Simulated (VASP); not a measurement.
TiSi2:

```
Ti Si
1.0
     0.00000    4.11752    4.26290
     2.38951    0.00000    4.26290
     2.38951    4.11752    0.00000
Ti Si
2 4
Cartesian
  2.3895 4.1175 4.2629
  3.5843 6.1763 6.3943
  2.3895 6.8963 4.2629
  2.3895 1.3387 4.2629
  1.1948 0.7200 2.1314
  1.1948 3.3975 2.1314
```

The cell is a database's computed one.

```yaml
Program: VASP 6.6.1
Task: relaxation of cell and atoms
Functional: LDA
Potentials_or_basis: VASP PAW LDA potentials, release 64 (Ti_sv, Si)
Cutoff: 600 eV
k_mesh: 10 × 10 × 10
Occupations: gaussian, width 0.1 eV
Spin: no spin polarisation
```

At the start: pressure -4.9 GPa; volume 13.98 Å³/atom.

Question: How do energy, volume and symmetry change on relaxing?

Answer: Over 10 steps the energy falls by 7.6 meV/atom and the volume is 13.52 Å³/atom (-3.3 %); space group Fddd (No. 70, to 0.05 Å).

Step by step:
| step | energy change (eV) | largest force (eV/Å) | pressure (GPa) | volume (Å³) |
| --- | --- | --- | --- | --- |
| 1 | 0.0000 | 0.0776 | -4.89 | 83.88 |
| 2 | -0.0050 | 0.0950 | 5.14 | 78.81 |
| 3 | -0.0427 | 0.0871 | -0.02 | 81.21 |
| 4 | -0.0427 | 0.0873 | 0.08 | 81.16 |
| 5 | -0.0446 | 0.0564 | 0.13 | 81.04 |
| 6 | -0.0446 | 0.0569 | 0.13 | 81.04 |
| 7 | -0.0453 | 0.0337 | -0.05 | 81.14 |
| 8 | -0.0455 | 0.0101 | -0.23 | 81.24 |
| 9 | -0.0456 | 0.0012 | 0.21 | 81.03 |
| 10 | -0.0457 | 0.0042 | 0.00 | 81.13 |

Final structure:
```
Ti Si
1.0
     0.00000    4.06545    4.21871
     2.36507    0.00000    4.21871
     2.36507    4.06545    0.00000
Ti Si
2 4
Direct
  0.50000 0.50000 0.50000
  0.75000 0.75000 0.75000
  0.83576 0.16424 0.83576
  0.16424 0.83576 0.16424
  0.08576 0.41424 0.08576
  0.41424 0.08576 0.41424
```
